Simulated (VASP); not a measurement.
Data:

```yaml
crystal:
  lattice:
    - [-1.50879, 1.50879, 1.50879]
    - [1.50879, -1.50879, 1.50879]
    - [1.50879, 1.50879, -1.50879]
  atoms:
    - { symbol: V, position: [0.00000, 0.00000, 0.00000] }
```

The numbers are results of PBE GGA, VASP's PBE PAW potentials (set 64) (plane waves; VASP), not measurements. Settings: 300 eV cut-off, 15×15×15 Γ-centred mesh, Fermi-Dirac smearing of 0.10 eV, potentials V_sv.

Q: Give the energies of bands 5 to 9 at the high-symmetry points, in eV from the Fermi level.

A: 
| band | Γ | H | N | P |
|---|---|---|---|---|
| 5 | -6.58 | -2.93 | -3.13 | -1.12 |
| 6 | 0.39 | -2.93 | -1.11 | -1.12 |
| 7 | 0.39 | 3.61 | 1.54 | -1.12 |
| 8 | 0.39 | 3.61 | 2.35 | 2.76 |
| 9 | 2.35 | 3.61 | 2.70 | 2.76 |

It has no gap at this level: it comes out as a metal or semimetal.

The structure is a typed V crystal (Im-3m). The cell was not relaxed at this level. The run is not spin-polarised, so no magnetic state was tried.
